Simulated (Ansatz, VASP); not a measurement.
# Cross-check of SnSe2 between VASP and Ansatz

Aim: how closely do two programs agree when they are given the same cell, functional and k mesh? The structure shown is the start of the Ansatz relaxation below; VASP solves that cell, so the two are compared at the walk's first step.

Program: Ansatz 0.2.0. Level of theory: plane waves, with VASP 6.6.1 beside it; single point at PBEsol. Results are calculated unless marked as measured.

**1. The starting structure**

The cell holds 3 atoms: 1 Sn and 2 Se. Its edges and angles: a = 3.811 Å, b = 3.811 Å, c = 29.911 Å, α = 90.0°, β = 90.0°, γ = 120.0°. It derives from SnSe2. As first built, before any earlier steps moved the atoms (in the runner's words): one layer cut from layered SnSe2 (space group P-3m1). Vacuum lies along c. The height across the vacuum is the one that the program set for its solve, not the one typed.

**2. Ansatz: relaxation, PBEsol**

Ansatz runs on its default PAW (the set named soft_2) files.

The two programs are compared at the cell with which this relaxation starts, whose forces are those of its first step.

Input file input.yaml:

```yaml
crystal:
  lattice:
    - [3.811, 0.0, 0.0]
    - [-1.9055, 3.30042281, 0.0]
    - [0.0, 0.0, 19.055728]
  atoms:
    - { symbol: Sn, position: [0.0, 0.0, 0.5] }
    - { symbol: Se, position: [0.33333333, 0.66666667, 0.41982127] }
    - { symbol: Se, position: [0.66666667, 0.33333333, 0.58017873] }
  periodic: [true, true, false]
kpoints:
  mp_grid: { grid: [7, 7, 1] }
scf:
  occupations: { method: fermi_dirac, width: 0.05 }
hamiltonian:
  xc: pbesol
output:
  forces: true
  stress: true
  write_density: true
  write_potential: true
  elf: true
  volumetric_format: npy
relax:
  f_tol: 0.02
  max_steps: 50
  cell: {}
```

Command:

```
$ ansatz run input.yaml --threads 2 --pin off --max-ram 5120MiB --backend cpu --events-out ev --progress --plain --runs-dir out
```

Numbers of over 12 decimals in the logs are rounded to 6 here.

Log:

```text
Warning: crystal.periodic: the lattice vector that does not repeat stood 0.000° off the slab's normal, 19.056 Å along it as the deck builds it. The run solves the slab on a vector along the normal, 29.911 Å long, with every atom where it was (on the deck's vector they left 16.00 Å outside them, and the widest stretch free of ions among them is 1.53 Å). A fractional position that the run reports is one of the run's ce [...]
crystal.periodic: the lattice vector that does not repeat stood 0.000° off the slab's normal, 19.056 Å along it as the deck builds it. The run solves the slab on a vector along the normal, 29.911 Å long, with every atom where it was (on the deck's vector they left 16.00 Å outside them, and the widest stretch free of ions among them is 1.53 Å). A fractional position that the run reports is one of the run's cell, which [...]
Engine: ansatz 0.2.0, aarch64-unknown-linux-gnu
Pseudopotentials: kind: paw
Pseudopotential: Sn, paw, valence charge 14, recommended cutoff 420 eV (normal), Sn.paw.azcp
Pseudopotential: Se, paw, valence charge 16, recommended cutoff 420 eV (normal), Se.paw.azcp
Functional definition: PBEsol
  exchange = pbesol_x
  correlation = pbesol_c
Crystal: 3 atoms, lattice volume = 376.224 Å³
Basis set: ecut = 420 eV, 7335 PW (Γ), exchange–correlation on 54×54×400 points (8 copies of the dense FFT grid, shifted against one another)
Bands: 28, of which v1, the nominal top of the filled ones, is band 23 counted from 1 (22 counted from 0)
Symmetry: 12 space group operations
Space group: P-3m1 (ITA 164), of the structure as read, at distance tolerance 7.2e-5 Å
k-points: 8 of 49
Non-local potential: Sn, projectors of the file, l = 0: 2, l = 1: 2, l = 2: 2, l = 3: 2
Non-local potential: Se, projectors of the file, l = 0: 2, l = 1: 2, l = 2: 3, l = 3: 1
PAW form: soft (Blöchl's): semilocal exchange-correlation on the pseudo side does not see the compensation charge
PAW frozen core: Sn, regenerated for the run's functional, and the local potential with it (the file was generated under x = pbe(κ = 0.804, μ = 0.219515), c = pbe(β = 0.066725))
PAW frozen core: Se, regenerated for the run's functional, and the local potential with it (the file was generated under x = pbe(κ = 0.804, μ = 0.219515), c = pbe(β = 0.066725))
PAW one-centre angular grid: Sn, 590 points (default); XC on 64 Gauss nodes
PAW one-centre angular grid: Se, 590 points (default); XC on 64 Gauss nodes
Initial density: superposition of atomic densities (neutral atoms: chi_scale 0, normalization atom), corrected by the library's trained network
Initial wavefunctions: pseudopotential atomic-orbital guess
Functional: x = pbesol(κ = 0.804, μ = 0.123457), c = pbesol(β = 0.046)
SCF iter   1: F=—  HF=-16799.128000 eV  |F-HF|=—  |Δ(HF+E_count)|=         —  Δρ=1.24e-3  dr2=5.88e-3  ethr=1.77e-3  ⟨swp⟩=14.9  Hψ=1542  notcnv=0
[...]
SCF iter   1: F=—  HF=-16799.167286 eV  |F-HF|=—  |Δ(HF+E_count)|=         —  Δρ=2.66e-3  dr2=3.06e-2  ethr=6.05e-5  ⟨swp⟩=2.5  Hψ=1353  notcnv=0
preconditioner: auto → Resta (q_TF=auto, 1.923 Å⁻¹)  ε∞=1.6  [insulator: Δε(μ)=0.813 eV  Ē_g=9.715 eV  σ=0.050 eV  W_gap=1.00  n_scr=36 (ndim 8)  ℏωp=7.7 eV  f_vac=0.773  D(μ)=0.00/eV (n_scr^D=0)  ε∞_Penn≈1.6  vacuum switching on, ρ_ref=6.8e-3 e/Å³]
SCF iter   2: F=—  HF=-16799.158415 eV  |F-HF|=—  |Δ(HF+E_count)|=   8.87e-3  Δρ=1.12e-3  dr2=4.98e-3  ethr=6.05e-5  ⟨swp⟩=2.0  Hψ=323  notcnv=0
SCF iter   3: F=—  HF=-16799.157201 eV  |F-HF|=—  |Δ(HF+E_count)|=   1.21e-3  Δρ=3.86e-4  dr2=1.64e-3  ethr=1.08e-5  ⟨swp⟩=3.0  Hψ=368  notcnv=0
SCF iter   4: F=—  HF=-16799.156878 eV  |F-HF|=—  |Δ(HF+E_count)|=   3.23e-4  Δρ=1.16e-4  dr2=4.44e-5  ethr=3.56e-6  ⟨swp⟩=2.9  Hψ=334  notcnv=0
SCF iter   5: F=—  HF=-16799.156887 eV  |F-HF|=—  |Δ(HF+E_count)|=   9.11e-6  Δρ=3.08e-5  dr2=3.49e-6  ethr=9.65e-8  ⟨swp⟩=3.6  Hψ=458  notcnv=0
SCF iter   6: F=—  HF=-16799.156872 eV  |F-HF|=—  |Δ(HF+E_count)|=   1.53e-5  Δρ=6.75e-6  dr2=1.71e-7  ethr=7.60e-9  ⟨swp⟩=3.1  Hψ=403  notcnv=0
SCF iter   7: F=—  HF=-16799.156872 eV  |F-HF|=—  |Δ(HF+E_count)|=   2.46e-7  Δρ=1.61e-6  dr2=1.49e-8  ethr=3.71e-10  ⟨swp⟩=3.8  Hψ=499  notcnv=0
SCF iter   8: F=—  HF=-16799.156872 eV  |F-HF|=—  |Δ(HF+E_count)|=   2.61e-9  Δρ=2.97e-7  dr2=5.21e-10  ethr=3.25e-11  ⟨swp⟩=3.2  Hψ=464  notcnv=0
SCF iter   9: F=-16799.156872 eV  HF=-16799.156872 eV  |F-HF|=6.18e-11  |Δ(HF+E_count)|=  5.38e-10  Δρ=4.34e-8  dr2=1.30e-11  ethr=1.00e-12  ⟨swp⟩=8.4  Hψ=1505  notcnv=0
SCF 3 converged in 9 iterations: F = -16799.156872 eV  dr2 = 1.30e-11
relax step   3: F+E_penalty+E_count = -16799.15687219 eV  Δ(F+E_penalty+E_count) = -3.101e-2 eV  max|allowed force component| = 4.413e-2 eV/Å  Δτ_max = 0.0614 Å  P = -0.143 N/m  Ω = 375.473 Å³  energy of the carried Pulay correction = +4.019e-5 eV  fix = [c, alpha, beta]  reactions: c -0.000 N/m  (9 SCF iters, accepted)
[...]
relax step   4: F+E_penalty+E_count = -16799.15712958 eV  Δ(F+E_penalty+E_count) = -2.574e-4 eV  max|allowed force component| = 2.250e-3 eV/Å  Δτ_max = 0.0037 Å  P = -0.038 N/m  Ω = 375.116 Å³  energy of the carried Pulay correction = +5.935e-5 eV  fix = [c, alpha, beta]  reactions: c -0.000 N/m  (4 SCF iters, dr2 threshold 1.22e-7 eV, accepted)
[...]
relax step   5: F+E_penalty+E_count = -16799.15706852 eV  Δ(F+E_penalty+E_count) = +6.106e-5 eV  max|allowed force component| = 2.236e-3 eV/Å  Δτ_max = 0.0000 Å  P = -0.040 N/m  Ω = 375.116 Å³  fix = [c, alpha, beta]  reactions: c -0.000 N/m  stress off target by 3.95e-2 N/m on what of the cell is left free  SCF on the basis re-selected at this cell (its energy is not comparable with the rows above)  (6 SCF iters)
basis re-selected at this cell: Δ(F+E_penalty+E_count) = +6.106e-5 eV, ΔP = -0.002 N/m vs the last step (what re-selecting the basis moved, of the pressure what is left beyond the Pulay correction that the steps carried, after the strain that the cell walked since its last selection, with what the two solves' SCF thresholds leave and, on support functions, any second-order correction that the steps lacked; it is no m [...]
SCF converged after 6 iterations
Free energy (F): -16799.157069 eV
Harris-Foulkes:  -16799.157069 eV  (|F-HF|=7.64e-11)
Internal energy: -16799.157016 eV  (E = F + TS)
E sigma→0 (E₀):  -16799.157042 eV
Entropy (-TS):   -0.000053 eV (-0.018 meV/atom)
Fermi energy:    -5.563377 eV
--- Per-component energies (eV) ---
  E_band       = -1501.475875
  E_kinetic    = 424.945257
  E_local      = -95194.468224  (includes V_loc(G=0)·N_el)
  E_nonlocal   = -1214.538764
  E_hartree    = 47350.201413
  E_xc         = -584.263754
  E_vxc        = -291.304650  (∫ρ·V_xc dr)
  E_paw        = -7805.538488  (= ΣΔE_a)
  E_vpaw       = 73.488709  (= ΣTr[D̂ρ^β])
  E_aug_tail   = -0.001237  (compensation charges beyond the density's cutoff)
  E_ewald      = 40222.205041
  E_core_change = 2.301741  (= ΣΔE_core)
  E_smearing   = -0.000053  (= −TS)
  E_closure    = -0.000000  (closes the sum)
  Σ components = -16799.157069   (vs F -16799.157069, Δ=0.00e0)
--- Forces (eV/Å), atoms counted from 1 ---
  atom   1  Sn     0.00000000     0.00000000     0.00000000
  atom   2  Se     0.00000000     0.00000000     0.00223558
  atom   3  Se    -0.00000000    -0.00000000    -0.00223558
  max |Σ_I F_I| component: 4.21e-30 eV/Å
--- 2D stress c σ (N/m, compression-positive) ---
       -0.039516      -0.000000      -0.000000
       -0.000000      -0.039516      -0.000000
       -0.000000      -0.000000      -0.000000
  P = ½ c Tr σ = -0.0395 N/m
--- Band table (eV; the first three rows and the last of 8) ---
  k-point 0: bands = [... 19 lower, -6.4721, -6.4721, -6.0663, -6.0663, -4.3649, -2.9590, -1.3846, -1.3846, ... 1 higher]
  k-point 1: bands = [... 19 lower, -7.1412, -7.0255, -6.9480, -5.9883, -3.6959, -2.2172, -1.2808, -0.9401, ... 1 higher]
  k-point 2: bands = [... 19 lower, -8.1613, -7.7687, -6.8259, -6.1497, -4.3964, -1.8569, -0.5370, -0.3377, ... 1 higher]
  k-point 7: bands = [... 19 lower, -9.6357, -8.9755, -7.1342, -6.6710, -4.1258, -1.0435, -0.5238, 0.4972, ... 1 higher]
  the weakly bound empty levels are not read free of the cell's end (no_gap_told)
--- Relaxed structure (4 steps of the walk, 3 accepted, 1 SCFs on fresh bases) ---
  F+E_penalty+E_count = -16799.15706852 eV   max|allowed force component| = 2.236e-3 eV/Å   (the final SCF, on the basis selected at the relaxed cell)
  cell:  # Å, volume = 375.1159 Å³
    - [3.805385, 0, 0]
    - [-1.902693, 3.295560, 0]
    - [0, 0, 29.911456]
  atoms:
    - { symbol: Sn, position: [0, 0, 0.318536] }
    - { symbol: Se, position: [0.333333, 0.666667, 0.265526] }
    - { symbol: Se, position: [0.666667, 0.333333, 0.371545] }
```

**3. VASP: single point, PBEsol, start cell**

The same cell, functional, mesh and smearing now go to VASP, with its own data sets.

Lines of VASP's logs that name or quote its potential files are left out, and so is its time.

Input file INCAR:

```
SYSTEM = SnSe2
PREC = Accurate
ENCUT = 400
EDIFF = 1E-06
NELM = 120
ISMEAR = -1
SIGMA = 0.05
LREAL = .FALSE.
ALGO = Normal
GGA = PS
NBANDS = 19
LORBIT = 11
LWAVE = .FALSE.
LCHARG = .FALSE.
ISIF = 2
LDIPOL = .TRUE.
IDIPOL = 3
DIPOL = 0.5 0.5 0.319
LVHAR = .TRUE.
LASPH = .TRUE.
GGA_COMPAT = .FALSE.
EFERMI = MIDGAP
NELMDL = -8
```

Input file POSCAR:

```
SnSe2
1.0
    3.8110000000      0.0000000000      0.0000000000
   -1.9055000000      3.3004230000      0.0000000000
    0.0000000000      0.0000000000     29.9114560000
Sn Se
1 2
Direct
    0.0000000000      0.0000000000      0.3185356139
    0.3333333333      0.6666666667      0.2674560543
    0.6666666667      0.3333333333      0.3696151735
```

Input file KPOINTS:

```
Automatic mesh
0
Gamma
7 7 1
0 0 0
```

The projector-augmented-wave data sets are Sn_d and Se (PBE family, release 64).

Command:

```
$ mpirun -np 1 vasp_std
```

Log:

```text
[banner, memory and clock lines left out]
running    1 mpi-ranks, on    1 nodes
 distrk:  each k-point on    1 cores,    1 groups
 distr:  one band on    1 cores,    1 groups

 POSCAR found type information on POSCAR SnSe
 POSCAR found :  2 types and       3 ions
|                                                                             |
|               ----> ADVICE to this user running VASP <----                  |
|                                                                             |
|     You enforced a specific xc type in the INCAR file but a different       |
|     [... a line on the potential file left out ...]
|     I HOPE YOU KNOW WHAT YOU ARE DOING!                                     |
|                                                                             |

 LDA part: xc-table for (Slater+PW92), standard interpolation
 POSCAR, INCAR and KPOINTS ok, starting setup
 FFT: planning ... GRIDC
 FFT: planning ... GRID_SOFT
 FFT: planning ... GRID
 WAVECAR not read
 entering main loop
       N       E                     dE             d eps       ncg     rms          rms(c)
DAV:   1     0.169534196279E+03    0.16953E+03   -0.92917E+03   368   0.835E+02
DAV:   2     0.614198671326E+01   -0.16339E+03   -0.16011E+03   418   0.213E+02
DAV:   3    -0.126339071625E+02   -0.18776E+02   -0.18726E+02   373   0.856E+01
DAV:   4    -0.131841442093E+02   -0.55024E+00   -0.54944E+00   426   0.180E+01
DAV:   5    -0.131959245967E+02   -0.11780E-01   -0.11780E-01   444   0.255E+00
DAV:   6    -0.131960708111E+02   -0.14621E-03   -0.14621E-03   396   0.238E-01
DAV:   7    -0.131960813710E+02   -0.10560E-04   -0.10560E-04   471   0.501E-02
DAV:   8    -0.131960814334E+02   -0.62446E-07   -0.62420E-07   359   0.449E-03    0.515E+00
DAV:   9    -0.129253199944E+02    0.27076E+00   -0.51183E-01   465   0.825E+00    0.328E+00
DAV:  10    -0.128920191417E+02    0.33301E-01   -0.25427E-01   401   0.375E+00    0.463E-01
DAV:  11    -0.128864574289E+02    0.55617E-02   -0.31556E-02   409   0.200E+00    0.275E-01
DAV:  12    -0.128865396261E+02   -0.82197E-04   -0.24820E-03   367   0.308E-01    0.598E-02
DAV:  13    -0.128865065956E+02    0.33030E-04   -0.18420E-04   439   0.136E-01    0.299E-02
DAV:  14    -0.128864765027E+02    0.30093E-04   -0.91567E-05   407   0.528E-02    0.105E-02
DAV:  15    -0.128864793165E+02   -0.28138E-05   -0.78199E-06   418   0.139E-02    0.955E-03
DAV:  16    -0.128865275860E+02   -0.48269E-04   -0.30595E-05   341   0.179E-02    0.507E-03
DAV:  17    -0.128865955245E+02   -0.67938E-04   -0.51755E-06   276   0.741E-03    0.379E-03
DAV:  18    -0.128866371516E+02   -0.41627E-04   -0.24128E-06   328   0.690E-03    0.242E-03
DAV:  19    -0.128866567616E+02   -0.19610E-04   -0.28030E-07   337   0.259E-03    0.792E-04
DAV:  20    -0.128866661864E+02   -0.94248E-05   -0.30748E-07   328   0.228E-03    0.126E-03
DAV:  21    -0.128866700912E+02   -0.39048E-05   -0.94696E-08   332   0.174E-03    0.237E-04
DAV:  22    -0.128866717349E+02   -0.16437E-05   -0.19532E-08   303   0.525E-04    0.265E-04
DAV:  23    -0.128866731989E+02   -0.14640E-05   -0.22063E-08   302   0.392E-04    0.195E-04
DAV:  24    -0.128866738759E+02   -0.67705E-06   -0.83782E-09   306   0.309E-04
   1 F= -.12886674E+02 E0= -.12886667E+02  d E =-.137836E-04
```

From OUTCAR (step 3):

```text
ion  position               nearest neighbor table
   1  0.000  0.000  0.319-   3 2.68   2 2.68   3 2.68   2 2.68   3 2.68   2 2.68
   2  0.333  0.667  0.267-   1 2.68   1 2.68   1 2.68
   3  0.667  0.333  0.370-   1 2.68   1 2.68   1 2.68

  LATTYP: Found a hexagonal cell.
 ALAT       =     3.8110000000
 C/A-ratio  =     7.8487158226

 Subroutine GETGRP returns: Found 12 space group operations
 (whereof  6 operations were pure point group operations)

The static configuration has the point symmetry C_3v.
 The point group associated with its full space group is D_3d.

 Found      8 irreducible k-points:

   k-points           NKPTS =      8   k-points in BZ     NKDIM =      8   number of bands    NBANDS=     19

   dimension x,y,z NGX =    28 NGY =   28 NGZ =  196
   dimension x,y,z NGXF=    56 NGYF=   56 NGZF=  392

   ENCUT  =  400.0 eV  29.40 Ry    5.42 a.u.   6.21  6.21 48.78*2*pi/ulx,y,z

   NELECT =      26.0000    total number of electrons

 k-points in reciprocal lattice and weights: Automatic mesh
   0.00000000  0.00000000  0.00000000       0.020
   0.14285714 -0.00000000  0.00000000       0.122
   0.28571429 -0.00000000  0.00000000       0.122
   0.42857143 -0.00000000  0.00000000       0.122
   0.14285714  0.14285714  0.00000000       0.122
   0.28571429  0.14285714  0.00000000       0.245
   0.42857143  0.14285714  0.00000000       0.122
   0.28571429  0.28571429  0.00000000       0.122

 dipolmoment           0.000000      0.000000     -0.000000 electrons x Angstroem

 average (electrostatic) potential at core
       1-110.4548       2 -61.2174       3 -61.2174

 E-fermi :  -3.5636

 k-point     1 :       0.0000    0.0000    0.0000
  band No.  band energies     occupation
    ...
      9      -5.0223      2.00000
     10      -4.6276      2.00000
     11      -4.6276      2.00000
     12      -4.1869      1.99999
     13      -4.1869      1.99999
     14      -2.3582      0.00000
     15      -1.0896      0.00000
     16       0.5593      0.00000
     17       0.5593      0.00000
     18       1.7002      0.00000
    ...

 k-point     2 :       0.1429   -0.0000    0.0000
  band No.  band energies     occupation
    ...
      9      -6.0936      2.00000
     10      -5.2183      2.00000
     11      -5.1022      2.00000
     12      -4.9151      2.00000
     13      -4.0633      1.99991
     14      -1.6463      0.00000
     15      -0.2856      0.00000
     16       0.7141      0.00000
     17       1.0501      0.00000
     18       1.9036      0.00000
    ...

 k-point     3 :       0.2857   -0.0000    0.0000
  band No.  band energies     occupation
    ...
      9      -7.6554      2.00000
     10      -6.1622      2.00000
     11      -5.9881      2.00000
     12      -4.7191      2.00000
     13      -4.1901      1.99999
     14      -2.3340      0.00000
     15       0.1905      0.00000
     16       1.5700      0.00000
     17       1.7878      0.00000
     18       2.4173      0.00000
    ...

  Total        0.6982783      0.6982784      1.7602807     -0.0000000      0.0000000      0.0000000
  in kB        2.9736717      2.9736720      7.4962904     -0.0000000      0.0000000      0.0000000
  external PRESSURE =       4.4812114 kB  Pullay stress =       0.0000000 kB

  energy-cutoff  :      400.00
  volume of cell :      376.22
      direct lattice vectors                 reciprocal lattice vectors
     3.811000000  0.000000000  0.000000000     0.262398321  0.151495733  0.000000000
    -1.905500000  3.300423000  0.000000000     0.000000000  0.302991465  0.000000000
     0.000000000  0.000000000 29.911456000     0.000000000  0.000000000  0.033432007

 POSITION                                       TOTAL-FORCE (eV/Angst)
 -----------------------------------------------------------------------------------
      0.00000      0.00000      9.52786        -0.000000      0.000000     -0.000000
     -0.00000      2.20028      8.00000         0.000000     -0.000000     -0.586018
      1.90550      1.10014     11.05573        -0.000000     -0.000000      0.586018
 -----------------------------------------------------------------------------------
    total drift:                                0.000000      0.000000     -0.000001

  FREE ENERGIE OF THE ION-ELECTRON SYSTEM (eV)
  ---------------------------------------------------
  free  energy   TOTEN  =       -12.8866738759 eV

  energy  without entropy=      -12.8866600924  energy(sigma->0) =      -12.88666698

 vacuum level on the upper side and lower side of the slab         2.059         2.059

 total charge
# of ion       s       p       d       tot
------------------------------------------
    1        1.047   1.070  10.119  12.236
    2        1.482   2.327   0.028   3.837
    3        1.482   2.327   0.028   3.837
--------------------------------------------------
tot          4.011   5.724  10.175  19.909

[... 3 further parts left out ...]
```

**4. Comparison**

Known differences besides the potentials themselves: Ansatz cuts the interaction across the vacuum, VASP repeats the sheet with a dipole correction; the data sets hold 46 valence electrons in Ansatz (on its default PAW (the set named soft_2) files) and 26 in VASP; the cutoff is 420 eV in Ansatz and 400 eV in VASP; Ansatz makes its cores anew for this functional, VASP keeps those of its PBE data sets. Total energies have different zeros and are not compared.

Forces (eV/Å; atoms numbered as in POSCAR):

```
atom        Ansatz x, y, z          VASP x, y, z
 Sn1   0.000, 0.000, 0.000   0.000, 0.000, 0.000
 Se2  0.000, 0.000, -0.563  0.000, 0.000, -0.586
 Se3   0.000, 0.000, 0.563   0.000, 0.000, 0.586
```

The forces differ by 11 meV/Å r.m.s., which is 3.9 % of the r.m.s. force of 0.276 eV/Å (both taken over all components). With vacuum in the cell, a pressure given here is an average over mostly empty space and none of the material.

**5. Summary of results**

```yaml
r_m_s_force_difference_single_point_pbesol_start_cell: 3.9 % of the r.m.s. force
```

In words: The r.m.s. force difference is 3.9 % of the r.m.s. force (single point, PBEsol, start cell), beyond the 3 % picked in this series as the mark of a large difference. The data sets hold unlike numbers of valence electrons (46 in Ansatz and 26 in VASP), so part of the differences comes from the potentials. 1 further run of this series is not shown here. Such differences can come from data sets, numerical settings and the points named under the comparisons, not from the functional's error against experiment.

[Lines on the potential files, build, host, timing and source positions are cut from VASP's logs without a mark.]

[Logs are printed without paths, hosts, clocks, repeated set-up lines and the standing remarks that a program may print on its own settings, such as how far it seeks lower states.]

[Hosts, paths, dates, database ids (printed as entryN), source tags and the programs' standing remarks are cut or masked in the printed files.]
